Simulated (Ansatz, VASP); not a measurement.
# PtC (zincblende type (invented)): VASP beside Ansatz, part 2 of 2

Wanted: the spread between two codes on one cell, functional and k mesh. The cell is generated by rule, not measured, and may not be a known phase. Of the first pair: The two relaxations start from unlike cells of this crystal (the structure described is Ansatz's start), so only their ends are compared.

VASP 6.6.1 and Ansatz 0.2.0.

So far: The starting structure; VASP: relaxation of cell and atoms, PBEsol, pair 1; Ansatz: relaxation of cell and atoms, PBEsol, pair 1; Differences.

### Step 5. VASP: relaxation of cell and atoms, PBEsol, pair 2

Level of this step: PBEsol; plane waves and PAW (Pt, C); invented cell (VASP).

The relaxed volume is the usual yardstick between codes: in a stiff, nearly cubic crystal its relative difference is about their pressure difference at one cell divided by the bulk modulus. Its start cell is another than that of the pair before, and may be another structure of the material.

Input file INCAR:

```
SYSTEM = PtC
PREC = Accurate
ENCUT = 600
EDIFF = 1E-07
NELM = 120
ISMEAR = 0
SIGMA = 0.1
LREAL = .FALSE.
ALGO = Normal
GGA = PS
NBANDS = 13
LASPH = .TRUE.
LORBIT = 11
LWAVE = .FALSE.
LCHARG = .FALSE.
ISIF = 3
IBRION = 2
NSW = 80
EDIFFG = -0.005
GGA_COMPAT = .FALSE.
NELMIN = 4
```

Input file POSCAR:

```
PtC
1.0
    0.0000000000      2.3371280000      2.3371280000
    2.3371280000      0.0000000000      2.3371280000
    2.3371280000      2.3371280000      0.0000000000
Pt C
1 1
Direct
    0.0000000000      0.0000000000      0.0000000000
    0.7500000000      0.7500000000      0.7500000000
```

Input file KPOINTS:

```
Automatic mesh
0
Gamma
16 16 16
0 0 0
```

PAW data sets: Pt and C (PBE family, release 64).

Started as:

```console
> mpirun -np 1 vasp_std
```

Numbers of over 12 decimals in the logs are rounded to 6 here.

Log:

```text
[banner, memory and clock lines left out]
running    1 mpi-ranks, on    1 nodes
[...]
[... a notice as in an earlier step ...]

 LDA part: xc-table for (Slater+PW92), standard interpolation
 POSCAR, INCAR and KPOINTS ok, starting setup
[...]
entering main loop
       N       E                     dE             d eps       ncg     rms          rms(c)
DAV:   1     0.622007409622E+02    0.62201E+02   -0.76781E+03  3786   0.112E+03
DAV:   2    -0.148509589242E+02   -0.77052E+02   -0.71278E+02  4595   0.222E+02
DAV:   3    -0.170011011150E+02   -0.21501E+01   -0.21359E+01  4345   0.368E+01
DAV:   4    -0.170131254871E+02   -0.12024E-01   -0.12023E-01  4195   0.325E+00
[...]
DAV:  12    -0.148498275372E+02    0.49114E-06   -0.96650E-07  4135   0.760E-03    0.442E-03
DAV:  13    -0.148498274094E+02    0.12781E-06   -0.20928E-07  3611   0.378E-03    0.429E-04
DAV:  14    -0.148498274135E+02   -0.41531E-08   -0.75400E-09  1965   0.740E-04
   1 F= -.14849827E+02 E0= -.14847878E+02  d E =-.148498E+02
[...]
DAV:   7    -0.148496005533E+02   -0.12719E-06   -0.45035E-07  4200   0.508E-03    0.994E-04
DAV:   8    -0.148496005334E+02    0.19896E-07   -0.95400E-09  1940   0.913E-04
   2 F= -.14849601E+02 E0= -.14847682E+02  d E =0.226880E-03
 trial-energy change:    0.000227  1 .order    0.000234   -0.000575    0.001042
 step:   0.3612(harm=  0.3555)  dis= 0.00000  next Energy=   -14.849931 (dE=-0.104E-03)
[...]
N       E                     dE             d eps       ncg     rms          rms(c)
DAV:   1    -0.148518383780E+02   -0.22378E-02   -0.31311E-02  3780   0.175E+00    0.302E-01
DAV:   2    -0.148501585161E+02    0.16799E-02   -0.74183E-03  3775   0.799E-01    0.122E-01
DAV:   3    -0.148499606055E+02    0.19791E-03   -0.37575E-04  3770   0.166E-01    0.821E-02
DAV:   4    -0.148499323800E+02    0.28225E-04   -0.14689E-04  3785   0.101E-01    0.352E-02
DAV:   5    -0.148499327154E+02   -0.33536E-06   -0.10462E-05  4050   0.232E-02    0.108E-02
DAV:   6    -0.148499318318E+02    0.88355E-06   -0.17578E-06  4075   0.102E-02    0.126E-03
DAV:   7    -0.148499318274E+02    0.44156E-08   -0.17833E-07  3663   0.324E-03
   3 F= -.14849932E+02 E0= -.14847993E+02  d E =-.104414E-03
[...]
reached required accuracy - stopping structural energy minimisation
```

OUTCAR, selected parts (step 5):

```text
  Total        0.0007111      0.0007111      0.0007111      0.0000000     -0.0000000      0.0000000
  in kB        0.0447300      0.0447300      0.0447300      0.0000000     -0.0000000      0.0000000
  external PRESSURE =       0.0447300 kB  Pullay stress =       0.0000000 kB

 POSITION                                       TOTAL-FORCE (eV/Angst)
 -----------------------------------------------------------------------------------
      0.00000      0.00000      0.00000         0.000000      0.000000      0.000000
      3.50297      3.50297      3.50297        -0.000000     -0.000000     -0.000000
 -----------------------------------------------------------------------------------
    total drift:                               -0.000000     -0.000000     -0.000000

  FREE ENERGIE OF THE ION-ELECTRON SYSTEM (eV)
  ---------------------------------------------------
  free  energy   TOTEN  =       -14.8499318274 eV

  energy  without entropy=      -14.8460550635  energy(sigma->0) =      -14.84799345

[... 1 part as in an earlier step ...]

[... 3 further parts left out ...]
[key lines of the parts left out:]
E-fermi :   8.8990
```

### Step 6. Ansatz: relaxation of cell and atoms, PBEsol, pair 2

The same cell, functional, mesh and smearing now go to Ansatz, which takes its cutoff from its data sets.

The cell is taken from a series of runs on this material, whose earlier steps may have relaxed, scaled, displaced or heated it; both programs get it as it stands.

Input file input.yaml:

```yaml
crystal:
  lattice:
    - [0.0, 2.3371277593, 2.3371277593]
    - [2.3371277593, 0.0, 2.3371277593]
    - [2.3371277593, 2.3371277593, 0.0]
  atoms:
    - { symbol: Pt, position: [0.0, 0.0, 0.0] }
    - { symbol: C, position: [0.75, 0.75, 0.75] }
kpoints:
  mp_grid: { grid: [16, 16, 16] }
hamiltonian:
  xc: pbesol
scf:
  occupations: { method: gaussian, width: 0.1 }
output:
  forces: true
  stress: true
  eigenvalues: true
relax:
  adjacent_minimum: "off"
  f_tol: 0.005
  max_steps: 80
  cell: { stress_tol: 0.05 }
```

Started as:

```console
> ansatz run input.yaml --threads 2 --pin off --max-ram 5120MiB --backend cpu --events-out ev --progress --plain --runs-dir out
```

Log:

```text
[...]
Crystal: 2 atoms, lattice volume = 25.532 Å³
Basis set: ecut = 420 eV, 531 PW (Γ), exchange–correlation on 48×48×48 points (8 copies of the dense FFT grid, shifted against one another)
Bands: 15, of which v1, the nominal top of the filled ones, is band 11 counted from 1 (10 counted from 0)
Symmetry: 24 space group operations
[...]
k-points: 145 of 4096 (time reversal used)
[...]
k-point 144: bands = [... 7 lower, 11.1339, 12.9120, 13.7765, 14.2554, 16.0407, 18.0691, 26.3809, 27.2671]
--- Relaxed structure (2 steps of the walk, 2 accepted, 1 SCFs on fresh bases) ---
[...]
cell:  # Å, volume = 25.4327 Å³
    - [0, 2.334108, 2.334108]
    - [2.334108, 0, 2.334108]
    - [2.334108, 2.334108, 0]
  atoms:
    - { symbol: Pt, position: [0, 0, 0] }
    - { symbol: C, position: [0.750000, 0.750000, 0.750000] }
[key lines of the parts left out:]
SCF converged after 8 iterations
Free energy (F): -12628.757569 eV
Fermi energy:    16.895082 eV
P = ⅓ Tr σ = 0.0375 GPa (0.375 kbar)
```

### Step 7. Side by side

What differs besides the data sets and the points named for the pairs above, as far as they apply: the data sets hold 22 valence electrons in Ansatz (on its default PAW (the set named soft_2) files) and 14 in VASP. Total energies have different zeros and are not compared.

Both answers:

```
                                         quantity  Ansatz   VASP  difference
                                      volume (Å³)   25.43  25.47     -0.15 %
edge a after relaxation, in the typed setting (Å)   3.301  3.303     -0.05 %
```

### Step 8. Outcome

| Quantity | Value |
| --- | --- |
| difference in volume (relaxation of cell and atoms, PBEsol, pair 1) | 0.011 % |
| difference in volume (relaxation of cell and atoms, PBEsol, pair 2) | -0.15 % |

**Reading.** The difference in volume is -0.15 % (relaxation of cell and atoms, PBEsol, pair 2), within the 1.2 % picked in this series as the mark of a large difference, as far as the stopping tolerances let one tell. The data sets hold unlike numbers of valence electrons (22 in Ansatz and 14 in VASP), so part of the differences comes from the potentials. How closely two codes agree says nothing of how well the functional describes the real material.

[Lines on the potential files, build, host, timing and source positions are cut from VASP's logs without a mark.]

[Logs are printed without paths, hosts, clocks, repeated set-up lines and the standing remarks that a program may print on its own settings, such as how far it seeks lower states.]

[Hosts, paths, dates, database ids (printed as entryN), source tags and the programs' standing remarks are cut or masked in the printed files.]
